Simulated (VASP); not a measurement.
Set up this calculation in VASP 6.6.1, as the native input.

| Item | Value |
| --- | --- |
| Task | single point |
| Functional | PBE |
| Potentials or basis | VASP PAW PBE potentials, release 64 (O, H, S) |
| Cutoff | 520 eV |
| k mesh | 1 × 1 × 1 |
| Occupations | fermi-dirac, width 0.02 eV |
| Spin | no spin polarisation |
| Dipole correction | no |
| Further INCAR settings | LREAL = Auto; ALGO = Normal; EDIFF = 1e-07; NBANDS = 44 |

The structure of H14SO6 lies in POSCAR:

```
H14SO6
1.0
    6.0000000000      0.0000000000      0.0000000000
    0.0000000000      6.0000000000      0.0000000000
    0.0000000000      0.0000000000      6.0000000000
O H S
6 14 1
Direct
    0.7712000000      0.9920000000      0.7745666667
    0.3347833333      1.1081333333      0.6493666667
    0.9871000000      0.2963166667      0.5668833333
    0.0954833333      0.6771666667     -0.2710500000
    0.1953000000      0.3936166667      0.0856166667
    0.7604833333      0.1146333333      0.1909166667
    0.6195333333      1.0142666667      0.7010666667
    0.7526666667      1.0444833333      0.9217000000
    0.2229666667      1.2216833333      0.6136500000
    0.2655833333      1.0071500000      0.7694833333
    0.9041000000      0.2045333333      0.6605500000
    1.0031666667      0.4715833333      0.6247833333
    0.1508500000      0.6150666667     -0.1399000000
   -0.0524166667      0.7788500000     -0.2498000000
    0.2782000000      0.4205166667      0.2216333333
    0.3028666667      0.2911000000      0.0159333333
    0.6628000000      0.1975500000      0.2906666667
    0.9073333333      0.1882500000      0.2383333333
    0.3883833333      0.7723666667      0.3661000000
    0.6859500000      0.6810833333      0.2693000000
    0.5381333333      0.6267333333      0.4350000000
```

The cell was built by a generator and needn't be a form met in nature.

The input as run:

INCAR

```
PREC = Accurate ; ENCUT = 520
EDIFF = 1E-7 ; ISMEAR = -1
SIGMA = 0.02 ; LREAL = Auto
LASPH = True ; NELM = 60
ALGO = Normal ; ISIF = 2
LWAVE = False ; LCHARG = True
GGA = PE ; LELF = True
LVHAR = True ; NBANDS = 44
```

KPOINTS

```
regular mesh
0
Gamma
  1 1 1
```

Potentials or basis: VASP PAW PBE potentials, release 64 (O, H, S).

Command:

```console
$ cat potpaw_PBE.64/O/POTCAR potpaw_PBE.64/H/POTCAR potpaw_PBE.64/S/POTCAR > POTCAR
$ mpirun -np 1 vasp_gam > vasp.out
```

It gave:

- Pressure: 1.9 GPa
- Largest force: 5.474 eV/Å
- Band gap on the k mesh: 4.04 eV, direct

Wall time 34 s on 1 thread of Intel(R) Xeon(R) Platinum 8488C (Sapphire Rapids), with other jobs on the host, peak memory 0.29 GiB.
